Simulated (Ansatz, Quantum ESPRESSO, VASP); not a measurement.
**Zn3P: energy against volume and a worked fit**

It takes space group Pm-3m (No. 221, cubic). Conventional cell: a = 3.976 Å, b = 3.976 Å, c = 3.976 Å, α = 90.00°, β = 90.00°, γ = 90.00°. Zn (site symmetry 4/mmm) has 8 Zn at 2.81 Å and 4 P at 2.81 Å as nearest neighbours. P (site symmetry m-3m) has 12 Zn at 2.81 Å as nearest neighbours.

The cell comes from a database or a generator and needn't be the stable form of this composition.

The cell was scaled at fixed shape and fractions and run with Ansatz, Ansatz PAW, cutoff 420 eV; PBE, k mesh 7 × 7 × 7 on the cell of 4 atoms, fermi-dirac occupations of 0.05 eV, no spin polarisation, no spin-orbit coupling. Energies are those that the program minimises, any entropy of the smearing included. For a metal such a mesh isn't converged to the digits shown.

```csv
V (Å³/atom),energy over the lowest row (meV/atom)
14.7655,9.793
15.0797,3.084
15.3939,0.000
15.7080,?
16.0222,3.296
16.3363,8.942
16.6505,16.855
```

Fit the third-order Birch-Murnaghan form, give V0, B0 and B′, and predict the energy left open.

With y = (V0/V)^(2/3), E = E0 + (9 V0 B0/16) [(y - 1)³ B′ + (y - 1)² (6 - 4y)]. Least squares through the rows shown give V0 = 15.5293 Å³/atom, E0 = -0.279 meV, B0 = 77.82 GPa (1 eV/Å³ = 160.218 GPa) and B′ = 4.91, with a largest miss of 0.013 meV. At V = 15.7080 the form with these constants gives 0.209 meV; the run gave 0.209 meV an atom. Other set-ups at this level, from all their volumes (Å³/atom, GPa): Quantum ESPRESSO, SSSP 1.3 efficiency PBE: V0 15.562, B0 78.08; VASP, PBE PAW files P, Zn, 520 eV: V0 15.574, B0 78.11.
